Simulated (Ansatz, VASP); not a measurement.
**SnO: VASP beside Ansatz**

Wanted: the spread between two codes on one cell, functional and k mesh. The cell is generated by rule, not measured, and may not be a known phase. The cell is taken from a series of runs on this material, whose earlier steps may have relaxed, scaled, displaced or heated it; both programs get it as it stands.

Main program and level: Ansatz 0.2.0; plane waves, with VASP 6.6.1 beside it; zone-centre phonons at PBEsol.

The structure was built from a prototype and need not be the compound's stable phase.

## 1. The starting structure

Symmetry: Pm-3m, No. 221, cubic system. Conventional cell: a = 3.081 Å, b = 3.081 Å, c = 3.081 Å, α = 90.00°, β = 90.00°, γ = 90.00°. Sn has 8 O at 2.67 Å nearest. Nearest to O lie 8 Sn at 2.67 Å. Farther neighbours and most contacts between anions are not listed.

## 2. VASP: zone-centre phonons, PBEsol

Second derivatives magnify differences that forces hide, and they need a tight electronic threshold.

Lines of VASP's logs that name or quote its potential files are left out, and so is its time.

INCAR reads:

```
SYSTEM = SnO
PREC = Accurate
ENCUT = 600
EDIFF = 1E-08
NELM = 120
ISMEAR = 1
SIGMA = 0.15
LREAL = .FALSE.
ALGO = Normal
GGA = PS
NBANDS = 16
LORBIT = 11
LWAVE = .FALSE.
LCHARG = .FALSE.
ISIF = 2
IBRION = 8
LASPH = .TRUE.
GGA_COMPAT = .FALSE.
```

POSCAR reads:

```
SnO
1.0
    3.0805550157      0.0000000000      0.0000000000
    0.0000000000      3.0805550157      0.0000000000
    0.0000000000      0.0000000000      3.0805550157
Sn O
1 1
Direct
    0.0000000000      0.0000000000      0.0000000000
    0.5000000000      0.5000000000      0.5000000000
```

KPOINTS reads:

```
Automatic mesh
0
Gamma
12 12 12
0 0 0
```

Potentials, in the order of the species: Sn_d and O (PBE family, release 64).

The run is started by

```sh
$ export OMP_NUM_THREADS=3
$ mpirun -np 1 vasp_std
```

Numbers of over 12 decimals in the logs are rounded to 6 here.

The program printed:

```text
[banner, memory and clock lines left out]
running    1 mpi-ranks, on    1 nodes
 distrk:  each k-point on    1 cores,    1 groups
 distr:  one band on    1 cores,    1 groups
 Offloading initialized ...    1 GPUs detected
 POSCAR found type information on POSCAR SnO
 POSCAR found :  2 types and       2 ions
|                                                                             |
|               ----> ADVICE to this user running VASP <----                  |
|                                                                             |
|     You enforced a specific xc type in the INCAR file but a different       |
|     [... a line on the potential file left out ...]
|     I HOPE YOU KNOW WHAT YOU ARE DOING!                                     |
|                                                                             |

 LDA part: xc-table for (Slater+PW92), standard interpolation
 POSCAR, INCAR and KPOINTS ok, starting setup
 FFT: planning ... GRIDC
 FFT: planning ... GRID_SOFT
 FFT: planning ... GRID
 WAVECAR not read
 entering main loop
       N       E                     dE             d eps       ncg     rms          rms(c)
DAV:   1     0.152755047965E+03    0.15276E+03   -0.11441E+04  2728   0.212E+03
DAV:   2     0.282764271980E+00   -0.15247E+03   -0.14664E+03  3136   0.449E+02
DAV:   3    -0.120082387571E+02   -0.12291E+02   -0.12235E+02  3104   0.105E+02
DAV:   4    -0.122410349124E+02   -0.23280E+00   -0.23274E+00  3344   0.155E+01
DAV:   5    -0.122471980288E+02   -0.61631E-02   -0.61631E-02  3472   0.242E+00    0.725E+00
DAV:   6    -0.108884165931E+02    0.13588E+01   -0.95359E+00  3272   0.421E+01    0.461E+00
DAV:   7    -0.106652665501E+02    0.22315E+00   -0.14097E+00  3216   0.751E+00    0.128E+00
DAV:   8    -0.106368780148E+02    0.28389E-01   -0.14421E-01  3112   0.333E+00    0.242E-01
DAV:   9    -0.106363918839E+02    0.48613E-03   -0.41261E-03  3440   0.657E-01    0.814E-02
DAV:  10    -0.106363782701E+02    0.13614E-04   -0.37199E-04  3528   0.339E-01    0.215E-02
DAV:  11    -0.106363773192E+02    0.95089E-06   -0.13046E-04  3496   0.190E-01    0.241E-02
DAV:  12    -0.106363660533E+02    0.11266E-04   -0.26252E-05  3312   0.729E-02    0.239E-03
DAV:  13    -0.106363661948E+02   -0.14148E-06   -0.17007E-06  3360   0.118E-02    0.156E-03
DAV:  14    -0.106363660402E+02    0.15457E-06   -0.10569E-07  3296   0.279E-03    0.306E-04
DAV:  15    -0.106363660086E+02    0.31637E-07   -0.92993E-09  1840   0.137E-03    0.181E-05
DAV:  16    -0.106363660084E+02    0.15632E-09   -0.12617E-09  1592   0.367E-04
   1 F= -.10636366E+02 E0= -.10636314E+02  d E =-.156873E-03
 Linear response reoptimize wavefunctions to high precision
DAV:   1    -0.106363660076E+02    0.79501E-09   -0.20560E-10  1896   0.168E-04
DAV:   2    -0.106363660076E+02   -0.55707E-11   -0.55005E-11  1536   0.784E-05
 Linear response DOF=            2
 Linear response progress:
  Degree of freedom:   1/  2
       N       E                     dE             d eps       ncg     rms          rms(c)
RMM:   1    -0.206479442112E+00   -0.20648E+00    0.51663E-01  7821   0.116E+01
RMM:   2    -0.211525204970E+00   -0.50458E-02   -0.13489E-02 10933   0.101E+00    0.624E-02
RMM:   3    -0.211128926081E+00    0.39628E-03   -0.10624E-03 11497   0.245E-01    0.295E-02
RMM:   4    -0.210588594952E+00    0.54033E-03   -0.77538E-05 11548   0.721E-02    0.579E-03
RMM:   5    -0.210567215672E+00    0.21379E-04   -0.46275E-06 12033   0.179E-02    0.352E-03
RMM:   6    -0.210537612418E+00    0.29603E-04   -0.44318E-07 11901   0.580E-03    0.924E-04
RMM:   7    -0.210540030636E+00   -0.24182E-05   -0.46395E-08 12392   0.166E-03    0.502E-04
RMM:   8    -0.210540420271E+00   -0.38963E-06   -0.13843E-08 12329   0.540E-04    0.242E-04
RMM:   9    -0.210540658398E+00   -0.23813E-06   -0.16584E-09 12352   0.219E-04    0.517E-05
RMM:  10    -0.210540756996E+00   -0.98598E-07   -0.21958E-08 13044   0.916E-05    0.140E-05
RMM:  11    -0.210540836112E+00   -0.79116E-07   -0.17085E-08 13190   0.399E-05    0.254E-06
RMM:  12    -0.210540838221E+00   -0.21089E-08   -0.85671E-09 11836   0.194E-05    0.543E-07
 first order change of Fermi-energy   0.13727E-04
 force on displaced ion       1 direction 1 :   3.676   0.000  -0.000
 Linear response progress:
  Degree of freedom:   2/  2
       N       E                     dE             d eps       ncg     rms          rms(c)
RMM:   1    -0.362667424655E+00   -0.36267E+00    0.33475E-01 12009   0.314E+00
RMM:   2    -0.359632653746E+00    0.30348E-02   -0.45481E-03 10843   0.534E-01    0.852E-02
RMM:   3    -0.360484082995E+00   -0.85143E-03   -0.25127E-04 11309   0.116E-01    0.522E-02
RMM:   4    -0.361600950376E+00   -0.11169E-02   -0.12434E-04 10627   0.823E-02    0.120E-02
RMM:   5    -0.361603516832E+00   -0.25665E-05   -0.98867E-06 11610   0.262E-02    0.419E-03
RMM:   6    -0.361537762105E+00    0.65755E-04   -0.17020E-06 11320   0.853E-03    0.155E-03
RMM:   7    -0.361530009371E+00    0.77527E-05   -0.14278E-07 11748   0.258E-03    0.492E-04
RMM:   8    -0.361544240911E+00   -0.14232E-04   -0.39842E-08 10551   0.126E-03    0.130E-04
RMM:   9    -0.361541164366E+00    0.30765E-05   -0.38496E-09 11778   0.407E-04    0.438E-05
RMM:  10    -0.361541487929E+00   -0.32356E-06   -0.53970E-09 12257   0.124E-04    0.125E-05
RMM:  11    -0.361541512810E+00   -0.24881E-07    0.15662E-08 12330   0.425E-05    0.306E-06
RMM:  12    -0.361541472195E+00    0.40614E-07    0.23379E-09 11103   0.165E-05    0.291E-07
RMM:  13    -0.361541466992E+00    0.52031E-08   -0.33983E-09  8321   0.714E-06    0.168E-07
 first order change of Fermi-energy   0.45713E-03
 force on displaced ion       2 direction 1 :   3.660   0.000   0.000
 Linear response finished
```

OUTCAR, selected parts (step 2):

```text
ion  position               nearest neighbor table
   1  0.000  0.000  0.000-   2 2.67   2 2.67   2 2.67   2 2.67   2 2.67   2 2.67   2 2.67   2 2.67

  LATTYP: Found a simple cubic cell.
 ALAT       =     3.0805550157

 Subroutine GETGRP returns: Found 48 space group operations
 (whereof 48 operations were pure point group operations)

The static configuration has the point symmetry O_h .

 Found     84 irreducible k-points:

   k-points           NKPTS =     84   k-points in BZ     NKDIM =     84   number of bands    NBANDS=     16

   dimension x,y,z NGX =    28 NGY =   28 NGZ =   28
   dimension x,y,z NGXF=    56 NGYF=   56 NGZF=   56

   ENCUT  =  600.0 eV  44.10 Ry    6.64 a.u.   6.15  6.15  6.15*2*pi/ulx,y,z

   NELECT =      20.0000    total number of electrons

 k-points in reciprocal lattice and weights: Automatic mesh
   0.00000000  0.00000000  0.00000000       0.001
   0.08333333  0.00000000  0.00000000       0.003
   0.16666667  0.00000000  0.00000000       0.003
   0.25000000  0.00000000  0.00000000       0.003
   0.33333333  0.00000000  0.00000000       0.003
   0.41666667  0.00000000  0.00000000       0.003
   0.50000000  0.00000000  0.00000000       0.002
   0.08333333  0.08333333  0.00000000       0.007
   0.16666667  0.08333333  0.00000000       0.014
[...]
0.50000000  0.50000000  0.41666667       0.003
   0.50000000  0.50000000  0.50000000       0.001

 average (electrostatic) potential at core
       1 -98.2243       2 -66.2648

  Total        0.0003028      0.0003028      0.0003028     -0.0000000      0.0000000     -0.0000000
  in kB        0.0165931      0.0165931      0.0165931     -0.0000000      0.0000000     -0.0000000
  external PRESSURE =       0.0165931 kB  Pullay stress =       0.0000000 kB

  energy-cutoff  :      600.00
  volume of cell :       29.23
      direct lattice vectors                 reciprocal lattice vectors
     3.080555016  0.000000000  0.000000000     0.324616829  0.000000000  0.000000000
     0.000000000  3.080555016  0.000000000     0.000000000  0.324616829  0.000000000
     0.000000000  0.000000000  3.080555016     0.000000000  0.000000000  0.324616829

 POSITION                                       TOTAL-FORCE (eV/Angst)
 -----------------------------------------------------------------------------------
      0.00000      0.00000      0.00000         0.000000      0.000000      0.000000
      1.54028      1.54028      1.54028         0.000000      0.000000      0.000000
 -----------------------------------------------------------------------------------
    total drift:                                0.000000      0.000000      0.000000

 Eigenvectors and eigenvalues of the dynamical matrix
 ----------------------------------------------------

   1 f  =    0.005641 THz     0.035444 2PiTHz    0.188168 cm-1     0.023330 meV
             X         Y         Z           dx          dy          dz
      0.000000  0.000000  0.000000     0.922577    0.124817    0.118491
      1.540278  1.540278  1.540278     0.339444    0.045924    0.043597

   2 f  =    0.005641 THz     0.035444 2PiTHz    0.188168 cm-1     0.023330 meV
             X         Y         Z           dx          dy          dz
      0.000000  0.000000  0.000000     0.166523   -0.484189   -0.786511
      1.540278  1.540278  1.540278     0.061269   -0.178148   -0.289381

   3 f  =    0.005641 THz     0.035444 2PiTHz    0.188168 cm-1     0.023330 meV
             X         Y         Z           dx          dy          dz
      0.000000  0.000000  0.000000    -0.043472    0.794197   -0.498125
      1.540278  1.540278  1.540278    -0.015995    0.292210   -0.183275

   4 f/i=    7.967266 THz    50.059806 2PiTHz  265.759373 cm-1    32.949948 meV
             X         Y         Z           dx          dy          dz
      0.000000  0.000000  0.000000     0.345300    0.000000    0.000000
      1.540278  1.540278  1.540278    -0.938492    0.000000    0.000000

   5 f/i=    7.967266 THz    50.059806 2PiTHz  265.759373 cm-1    32.949948 meV
             X         Y         Z           dx          dy          dz
      0.000000  0.000000  0.000000    -0.000000   -0.000000   -0.345300
      1.540278  1.540278  1.540278     0.000000    0.000000    0.938492

   6 f/i=    7.967266 THz    50.059806 2PiTHz  265.759373 cm-1    32.949948 meV
             X         Y         Z           dx          dy          dz
      0.000000  0.000000  0.000000    -0.000000   -0.345300   -0.000000
      1.540278  1.540278  1.540278     0.000000    0.938492   -0.000000

 ELASTIC MODULI CONTR FROM IONIC RELAXATION (kBar)
 Direction    XX          YY          ZZ          XY          YZ          ZX
 --------------------------------------------------------------------------------
 XX           0.0000      0.0000      0.0000      0.0000      0.0000      0.0000
 YY           0.0000      0.0000      0.0000      0.0000      0.0000      0.0000
 ZZ           0.0000      0.0000      0.0000      0.0000      0.0000      0.0000
 XY           0.0000      0.0000      0.0000      0.0000      0.0000      0.0000
 YZ           0.0000      0.0000      0.0000      0.0000      0.0000      0.0000
 ZX           0.0000      0.0000      0.0000      0.0000      0.0000      0.0000
 --------------------------------------------------------------------------------
```

[end of part 1 of 2]

[Lines on the potential files, build, host, timing and source positions are cut from VASP's logs without a mark.]

[Logs are printed without paths, hosts, clocks, repeated set-up lines and the standing remarks that a program may print on its own settings, such as how far it seeks lower states.]

[Hosts, paths, dates, database ids (printed as entryN), source tags and the programs' standing remarks are cut or masked in the printed files.]
